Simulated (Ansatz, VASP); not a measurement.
# C (Diamond): VASP beside Ansatz

One calculation is typed for both programs; each brings its own data sets and cutoff. How far apart do they land?

Program: Ansatz 0.2.0. Level of theory: plane waves, with VASP 6.6.1 beside it; relaxation of cell and atoms at PBE with D3(BJ) and zone-centre phonons at PBE with D3(BJ). Results are calculated unless marked as measured.

## 1. Starting point

The structure is cubic, space group Fd-3m (No. 227). The conventional cell has a = 3.567 Å, b = 3.567 Å, c = 3.567 Å, α = 90.00°, β = 90.00°, γ = 90.00°. Nearest to C lie 4 C at 1.54 Å.

## 2. VASP: relaxation of cell and atoms, PBE with D3(BJ)

The relaxed volume is the usual yardstick between codes: its relative difference is about their pressure difference at one cell divided by the bulk modulus.

Lines of VASP's logs that name or quote its potential files are left out, and so is its time.

Contents of INCAR:

```
SYSTEM = C
PREC = Accurate
ENCUT = 520
EDIFF = 1E-06
NELM = 100
ISMEAR = 0
SIGMA = 0.05
LREAL = .FALSE.
ALGO = Normal
GGA = PE
IVDW = 12
NBANDS = 10
LORBIT = 11
LWAVE = .FALSE.
LCHARG = .FALSE.
KPAR = 2
IBRION = 2
NSW = 60
ISIF = 3
EDIFFG = -0.01
```

Contents of POSCAR:

```
C
1.0
    0.0000000000      1.7833700000      1.7833700000
    1.7833700000      0.0000000000      1.7833700000
    1.7833700000      1.7833700000      0.0000000000
C
2
Direct
    0.0000000000      0.0000000000      0.0000000000
    0.2500000000      0.2500000000      0.2500000000
```

Contents of KPOINTS:

```
Automatic mesh
0
Gamma
13 13 13
0 0 0
```

PAW data sets: C (PBE family, release 64).

Launch:

```bash
mpirun -np 2 vasp_std
```

Numbers of over 12 decimals in the logs are rounded to 6 here.

Output:

```text
[banner, memory and clock lines left out]
running    2 mpi-ranks, on    1 nodes
 distrk:  each k-point on    1 cores,    2 groups
 distr:  one band on    1 cores,    1 groups

 POSCAR found type information on POSCAR C
 POSCAR found :  1 types and       2 ions
 LDA part: xc-table for (Slater+PW92), standard interpolation
 POSCAR, INCAR and KPOINTS ok, starting setup
 FFT: planning ... GRIDC
 FFT: planning ... GRID_SOFT
 FFT: planning ... GRID
 WAVECAR not read
 entering main loop
       N       E                     dE             d eps       ncg     rms          rms(c)
DAV:   1    -0.517169749871E+00   -0.51717E+00   -0.50387E+03  1744   0.799E+02
DAV:   2    -0.184522754931E+02   -0.17935E+02   -0.17237E+02  2294   0.121E+02
DAV:   3    -0.188231056579E+02   -0.37083E+00   -0.36976E+00  1980   0.137E+01
DAV:   4    -0.188241057265E+02   -0.10001E-02   -0.10000E-02  1832   0.725E-01
DAV:   5    -0.188241068242E+02   -0.10977E-05   -0.10981E-05  1890   0.250E-02    0.556E+00
DAV:   6    -0.183447729814E+02    0.47933E+00   -0.26738E-01  1754   0.388E+00    0.332E+00
DAV:   7    -0.181834543712E+02    0.16132E+00   -0.32291E-01  1852   0.432E+00    0.760E-01
DAV:   8    -0.181852008239E+02   -0.17465E-02   -0.77630E-03  1748   0.709E-01    0.434E-02
DAV:   9    -0.181852357871E+02   -0.34963E-04   -0.65786E-05  2074   0.692E-02    0.238E-02
DAV:  10    -0.181852556799E+02   -0.19893E-04   -0.15697E-05  1742   0.380E-02    0.508E-03
DAV:  11    -0.181852557241E+02   -0.44199E-07   -0.19754E-07  1528   0.443E-03
   1 F= -.18567856E+02 E0= -.18567856E+02  d E =-.185679E+02
 curvature:   0.00 expect dE= 0.000E+00 dE for cont linesearch  0.000E+00
 trial: gam= 0.00000 g(F)=  0.186E-48 g(S)=  0.310E-02 ort = 0.000E+00 (trialstep = 0.100E+01)
 search vector abs. value=  0.310E-02
 bond charge predicted
       N       E                     dE             d eps       ncg     rms          rms(c)
DAV:   1    -0.181800982264E+02    0.51575E-02   -0.62142E-02  1818   0.220E+00    0.226E-01
DAV:   2    -0.181794054066E+02    0.69282E-03   -0.73139E-04  1802   0.232E-01    0.127E-01
DAV:   3    -0.181791147267E+02    0.29068E-03   -0.46747E-04  1776   0.158E-01    0.186E-02
DAV:   4    -0.181791147149E+02    0.11807E-07   -0.58051E-06  1810   0.230E-02
   2 F= -.18567485E+02 E0= -.18567485E+02  d E =0.370875E-03
 trial-energy change:    0.000371  1 .order    0.000406   -0.003102    0.003913
 step:   0.4495(harm=  0.4422)  dis= 0.00000  next Energy=   -18.568557 (dE=-0.700E-03)
 bond charge predicted
       N       E                     dE             d eps       ncg     rms          rms(c)
DAV:   1    -0.181836771209E+02   -0.45624E-02   -0.18617E-02  1812   0.120E+00    0.124E-01
DAV:   2    -0.181834676475E+02    0.20947E-03   -0.21808E-04  1798   0.126E-01    0.697E-02
DAV:   3    -0.181833768972E+02    0.90750E-04   -0.14031E-04  1780   0.868E-02    0.982E-03
DAV:   4    -0.181833766327E+02    0.26450E-06   -0.17740E-06  1748   0.127E-02
   3 F= -.18568556E+02 E0= -.18568556E+02  d E =-.699858E-03
 curvature:  -0.22 expect dE=-0.202E-09 dE for cont linesearch -0.202E-09
 trial: gam=-0.00054 g(F)=  0.500E-50 g(S)=  0.913E-09 ort = 0.168E-05 (trialstep = 0.890E+00)
 search vector abs. value=  0.100E-09
 reached required accuracy - stopping structural energy minimisation
```

Parts of OUTCAR (step 2):

```text
ion  position               nearest neighbor table
   1  0.000  0.000  0.000-   2 1.54   2 1.54   2 1.54   2 1.54
   2  0.250  0.250  0.250-   1 1.54   1 1.54   1 1.54   1 1.54

  LATTYP: Found a face centered cubic cell.
 ALAT       =     3.5667400000

 Subroutine GETGRP returns: Found 48 space group operations
 (whereof 24 operations were pure point group operations)

The static configuration has the point symmetry T_d .
 The point group associated with its full space group is O_h .

 Found     84 irreducible k-points:

   k-points           NKPTS =     84   k-points in BZ     NKDIM =     84   number of bands    NBANDS=     10

   dimension x,y,z NGX =    20 NGY =   20 NGZ =   20
   dimension x,y,z NGXF=    40 NGYF=   40 NGZF=   40

   ENCUT  =  520.0 eV  38.22 Ry    6.18 a.u.   4.69  4.69  4.69*2*pi/ulx,y,z

   NELECT =       8.0000    total number of electrons

 k-points in reciprocal lattice and weights: Automatic mesh
   0.00000000  0.00000000  0.00000000       0.000
   0.07692308  0.00000000  0.00000000       0.004
   0.15384615  0.00000000  0.00000000       0.004
   0.23076923  0.00000000  0.00000000       0.004
   0.30769231  0.00000000  0.00000000       0.004
   0.38461538  0.00000000  0.00000000       0.004
   0.46153846  0.00000000  0.00000000       0.004
   0.07692308  0.07692308  0.00000000       0.003
   0.15384615  0.07692308  0.00000000       0.011
[...]
-0.30769231  0.46153846  0.15384615       0.011
  -0.30769231  0.46153846  0.23076923       0.011

 Edisp (eV)   -0.38837

 average (electrostatic) potential at core
       1 -45.2834       2 -45.2834

 E-fermi :  10.0627

 k-point     1 :       0.0000    0.0000    0.0000
  band No.  band energies     occupation
      1     -11.7403      2.00000
      2       9.8280      2.00000
      3       9.8280      2.00000
      4       9.8280      2.00000
      5      15.4365      0.00000
      6      15.4365      0.00000
      7      15.4365      0.00000
      8      23.3148      0.00000
      9      29.2081      0.00000
    ...

 k-point     2 :       0.0769    0.0000    0.0000
  band No.  band energies     occupation
      1     -11.5756      2.00000
      2       8.7569      2.00000
      3       9.5472      2.00000
      4       9.5472      2.00000
      5      15.8043      0.00000
      6      15.8043      0.00000
      7      16.0723      0.00000
      8      23.4514      0.00000
      9      29.4849      0.00000
    ...

 k-point     3 :       0.1538    0.0000    0.0000
  band No.  band energies     occupation
      1     -11.0832      2.00000
      2       6.4778      2.00000
      3       8.9142      2.00000
      4       8.9142      2.00000
      5      16.6374      0.00000
      6      16.6374      0.00000
      7      17.1125      0.00000
      8      23.8471      0.00000
      9      30.1001      0.00000
    ...

 Edisp (eV)   -0.38518

  Total      -0.00011    -0.00011    -0.00011    -0.00000     0.00000     0.00000
  in kB      -0.01597    -0.01597    -0.01597    -0.00000     0.00000     0.00000
  external pressure =       -0.02 kB  Pullay stress =        0.00 kB

  energy-cutoff  :      520.00
  volume of cell :       11.27
      direct lattice vectors                 reciprocal lattice vectors
     0.000000000  1.779366362  1.779366362    -0.280998905  0.280998905  0.280998905
     1.779366362 -0.000000000  1.779366362     0.280998905 -0.280998905  0.280998905
     1.779366362  1.779366362  0.000000000     0.280998905  0.280998905 -0.280998905

 POSITION                                       TOTAL-FORCE (eV/Angst)
 -----------------------------------------------------------------------------------
      0.00000      0.00000      0.00000         0.000000      0.000000     -0.000000
      0.88968      0.88968      0.88968        -0.000000     -0.000000      0.000000
 -----------------------------------------------------------------------------------
    total drift:                                0.000000      0.000000      0.000000

  FREE ENERGIE OF THE ION-ELECTRON SYSTEM (eV)
  ---------------------------------------------------
  free  energy   TOTEN  =       -18.5685560329 eV

  energy  without entropy=      -18.5685560329  energy(sigma->0) =      -18.56855603

 reached required accuracy - stopping structural energy minimisation

 total charge
# of ion       s       p       d       tot
------------------------------------------
    1        0.830   1.755   0.000   2.585
    2        0.830   1.755   0.000   2.585
--------------------------------------------------
tot          1.661   3.510   0.000   5.170

[... 3 further parts left out ...]
```

CONTCAR:

```
C
   1.00000000000000
     0.0000000000000000    1.7793663622055933    1.7793663622055933
     1.7793663622055933   -0.0000000000000000    1.7793663622055933
     1.7793663622055933    1.7793663622055933    0.0000000000000000
  C
     2
Direct
     0.0000000000000000    0.0000000000000000    0.0000000000000000
     0.2500000000000000    0.2500000000000000    0.2500000000000000
```

## 3. Ansatz: relaxation of cell and atoms, PBE with D3(BJ)

Ansatz runs on its default PAW (the set named soft_2) files.

The same cell, functional, mesh and smearing now go to Ansatz, which takes its cutoff from its data sets.

Contents of input.yaml:

```yaml
crystal:
  lattice:
    - [0.0, 1.78337, 1.78337]
    - [1.78337, 0.0, 1.78337]
    - [1.78337, 1.78337, 0.0]
  atoms:
    - { symbol: C, position: [0.0, 0.0, 0.0] }
    - { symbol: C, position: [0.25, 0.25, 0.25] }
hamiltonian:
  xc: pbe
  pseudopotentials: { kind: paw }
  dispersion: d3bj
kpoints:
  mp_grid: { grid: [13, 13, 13] }
scf:
  occupations: { method: gaussian, width: 0.05 }
relax:
  f_tol: 0.01
  max_steps: 60
  cell: { stress_tol: 0.05 }
output:
  forces: true
  stress: true
```

Launch:

```bash
ansatz run input.yaml --threads 4 --pin off --max-ram 9216MiB --backend cpu --events-out ev --progress --plain --runs-dir out
```

Output:

```text
Engine: ansatz 0.2.0, x86_64-unknown-linux-gnu
Pseudopotentials: kind: paw
Pseudopotential: C, paw, valence charge 4, recommended cutoff 420 eV (normal), C.paw.azcp
Functional definition: PBE
  parameter kappa = 0.804
  parameter beta = 0.066725
  exchange = pbe_x(kappa = kappa, mu = beta*pi^2/3)
  correlation = pbe_c(beta = beta)
Crystal: 2 atoms, lattice volume = 11.344 Å³
Basis set: ecut = 420 eV, 229 PW (Γ), exchange–correlation on 36×36×36 points (8 copies of the dense FFT grid, shifted against one another)
Bands: 8, of which v1, the nominal top of the filled ones, is band 4 counted from 1 (3 counted from 0)
Symmetry: 48 space group operations
Space group: Fd-3m (ITA 227), of the structure as read, at distance tolerance 2.2e-5 Å
k-points: 84 of 2197
Non-local potential: C, projectors of the file, l = 0: 2, l = 1: 2, l = 2: 1
PAW form: soft (Blöchl's): semilocal exchange-correlation on the pseudo side does not see the compensation charge
PAW one-centre angular grid: C, 110 points (default); XC on 64 Gauss nodes
Initial density: superposition of atomic densities (neutral atoms: chi_scale 0, normalization atom), corrected by the library's trained network
Initial wavefunctions: pseudopotential atomic-orbital guess
Functional: x = pbe(κ = 0.804, μ = 0.219515), c = pbe(β = 0.066725)
SCF iter   1: F=—  HF=-501.998023 eV  |F-HF|=—  |Δ(HF+E_count)|=         —  Δρ=1.75e-3  dr2=9.02e-5  ethr=1.77e-3  ⟨swp⟩=4.8  Hψ=4370  notcnv=0
preconditioner: auto → none  [insulator: Δε(μ)=4.159 eV  Ē_g=19.632 eV  σ=0.050 eV  W_gap=1.00  n_scr=0 (ndim 8)  ℏωp=31.2 eV  f_vac=0.000  D(μ)=0.00/eV (n_scr^D=0)  ε∞_Penn≈3.5]
SCF iter   2: F=—  HF=-501.998107 eV  |F-HF|=—  |Δ(HF+E_count)|=   8.38e-5  Δρ=9.06e-4  dr2=2.53e-5  ethr=1.13e-6  ⟨swp⟩=2.1  Hψ=1649  notcnv=0
SCF iter   3: F=—  HF=-501.998159 eV  |F-HF|=—  |Δ(HF+E_count)|=   5.23e-5  Δρ=1.42e-4  dr2=1.51e-6  ethr=3.17e-7  ⟨swp⟩=2.1  Hψ=997  notcnv=0
SCF iter   4: F=—  HF=-501.998159 eV  |F-HF|=—  |Δ(HF+E_count)|=   4.92e-7  Δρ=6.48e-5  dr2=2.81e-7  ethr=1.88e-8  ⟨swp⟩=1.2  Hψ=721  notcnv=0
iter 5 did not close the SCF: its close was put off for the readings that it lacked (scf_convergence_deferred on its scf_iter line)
SCF iter   5: F=-501.998159 eV  HF=-501.998159 eV  |F-HF|=2.93e-10  |Δ(HF+E_count)|=   5.11e-8  Δρ=5.50e-6  dr2=1.51e-9  ethr=3.52e-9  ⟨swp⟩=2.4  Hψ=1001  notcnv=0
SCF iter   6: F=-501.998159 eV  HF=-501.998159 eV  |F-HF|=5.63e-12  |Δ(HF+E_count)|=  1.74e-10  Δρ=6.55e-7  dr2=1.65e-11  ethr=1.88e-11  ⟨swp⟩=1.2  Hψ=2041  notcnv=0
SCF 1 converged in 6 iterations: F = -501.998159 eV  dr2 = 1.65e-11
  greatest PAW one-centre occupation: 0.644 electrons in one spin orbital (limit 2), on the C atom at site 1 (counted from 0), in its partial waves of l = 0
relax step   1: F+E_penalty+E_count = -501.99815874 eV  Δ(F+E_penalty+E_count) = +0.000e0 eV  max|allowed force component| = 1.850e-17 eV/Å  Δτ_max = 0.0000 Å  P = -3.607 GPa  Ω = 11.344 Å³  (6 SCF iters, dr2 threshold 1.00e-7 eV, accepted)
[...]
relax step   2: F+E_penalty+E_count = -501.99940304 eV  Δ(F+E_penalty+E_count) = -1.244e-3 eV  max|allowed force component| = 2.035e-16 eV/Å  Δτ_max = 0.0000 Å  P = -1.413 GPa  Ω = 11.288 Å³  energy of the carried Pulay correction = +3.647e-4 eV  (6 SCF iters, dr2 threshold 2.00e-7 eV, accepted)
[...]
relax step   3: F+E_penalty+E_count = -501.99979365 eV  Δ(F+E_penalty+E_count) = -3.906e-4 eV  max|allowed force component| = 9.714e-17 eV/Å  Δτ_max = 0.0000 Å  P = +0.014 GPa  Ω = 11.252 Å³  energy of the carried Pulay correction = +5.986e-4 eV  (6 SCF iters, dr2 threshold 2.00e-7 eV, accepted)
[...]
relax step   4: F+E_penalty+E_count = -501.99920492 eV  Δ(F+E_penalty+E_count) = +5.887e-4 eV  max|allowed force component| = 1.943e-16 eV/Å  Δτ_max = 0.0000 Å  P = -0.072 GPa  Ω = 11.252 Å³  stress off target by 7.19e-2 GPa  SCF on the basis re-selected at this cell (its energy is not comparable with the rows above)  (8 SCF iters)
[...]
relax step   5: F+E_penalty+E_count = -501.99921700 eV  Δ(F+E_penalty+E_count) = -1.208e-5 eV  max|allowed force component| = 1.295e-16 eV/Å  Δτ_max = 0.0000 Å  P = -0.000 GPa  Ω = 11.250 Å³  energy of the carried Pulay correction = +1.168e-5 eV  (6 SCF iters, dr2 threshold 1.29e-8 eV, accepted)
[...]
relax step   6: F+E_penalty+E_count = -501.99921700 eV  Δ(F+E_penalty+E_count) = +1.137e-13 eV  max|allowed force component| = 1.203e-16 eV/Å  Δτ_max = 0.0000 Å  P = -0.001 GPa  Ω = 11.250 Å³  stress off target by 9.56e-4 GPa  SCF on the basis re-selected at this cell (its energy is not comparable with the rows above)  (7 SCF iters)
basis re-selected at this cell: Δ(F+E_penalty+E_count) = +1.137e-13 eV, ΔP = -0.000 GPa vs the last step (what re-selecting the basis moved, of the pressure what is left beyond the Pulay correction that the steps carried, after the strain that the cell walked since its last selection, with what the two solves' SCF thresholds leave and, on support functions, any second-order correction that the steps lacked; it is no  [...]
SCF converged after 7 iterations
Free energy (F): -501.999217 eV
Harris-Foulkes:  -501.999217 eV  (|F-HF|=5.68e-14)
Internal energy: -501.999217 eV  (E = F + TS)
E sigma→0 (E₀):  -501.999217 eV
Fermi energy:    15.550076 eV
--- Per-component energies (eV) ---
  E_band       = 35.497667
  E_kinetic    = 185.109642
  E_local      = -121.795184  (includes V_loc(G=0)·N_el)
  E_nonlocal   = 53.417935
  E_hartree    = 26.652772
  E_xc         = -97.580345
  E_vxc        = -121.152796  (∫ρ·V_xc dr)
  E_paw        = -198.493845  (= ΣΔE_a)
  E_vpaw       = -13.387492  (= ΣTr[D̂ρ^β])
  E_aug_tail   = 0.000017  (compensation charges beyond the density's cutoff)
  E_ewald      = -348.924375
  E_disp       = -0.385835  (pairwise vdW)
  E_smearing   = -0.000000  (= −TS)
  E_closure    = -0.000000  (closes the sum)
  Σ components = -501.999217   (vs F -501.999217, Δ=0.00e0)
--- Forces (eV/Å), atoms counted from 1 ---
  atom   1  C      0.00000000    -0.00000000    -0.00000000
  atom   2  C      0.00000000     0.00000000     0.00000000
  max |Σ_I F_I| component: 3.70e-17 eV/Å
--- Stress (GPa, compression-positive) ---
       -0.000956       0.000000      -0.000000
        0.000000      -0.000956      -0.000000
        0.000000       0.000000      -0.000956
  P = ⅓ Tr σ = -0.0010 GPa (-0.010 kbar)
--- Relaxed structure (4 steps of the walk, 4 accepted, 2 SCFs on fresh bases) ---
  F+E_penalty+E_count = -501.99921700 eV   max|allowed force component| = 1.203e-16 eV/Å   (the final SCF, on the basis selected at the relaxed cell)
  cell:  # Å, volume = 11.2500 Å³
    - [0, 1.778448, 1.778448]
    - [1.778448, 0, 1.778448]
    - [1.778448, 1.778448, 0]
  atoms:
    - { symbol: C, position: [0, 0, 0] }
    - { symbol: C, position: [0.25, 0.25, 0.25] }
```

Wall time 3.1 s (4 threads of Intel Xeon Platinum 8488C (Sapphire Rapids), shared host); peak memory 0.32 GiB; 6 s of CPU time.

## 4. Comparison

Known differences besides the potentials themselves: both relaxations stop at a tolerance, which leaves soft axes loose, and VASP keeps its plane-wave basis; the cutoff is 420 eV in Ansatz and 520 eV in VASP; VASP leaves aspherical gradient terms in its spheres out (LASPH is not set), Ansatz keeps them; Ansatz adds a Pulay correction to the stress that steers its cell, VASP none. Total energies have different zeros and are not compared.

Compared:

```tsv
quantity	Ansatz	VASP	difference
volume (Å³)	11.25	11.27	-0.15 %
edge a after relaxation, in the typed setting (Å)	2.515	2.516	-0.05 %
```

The walks stopped with 0.00 GPa left in Ansatz and 0.00 GPa in VASP; each walk ends within a tolerance, so the volume difference is uncertain by about these residues over the bulk modulus, most in soft cells.

(Continued in part 2 of 2.)

[Lines on the potential files, build, host, timing and source positions are cut from VASP's logs without a mark.]

[Logs are printed without paths, hosts, clocks, repeated set-up lines and the standing remarks that a program may print on its own settings, such as how far it seeks lower states.]

[Hosts, paths, dates, database ids (printed as entryN), source tags and the programs' standing remarks are cut or masked in the printed files.]
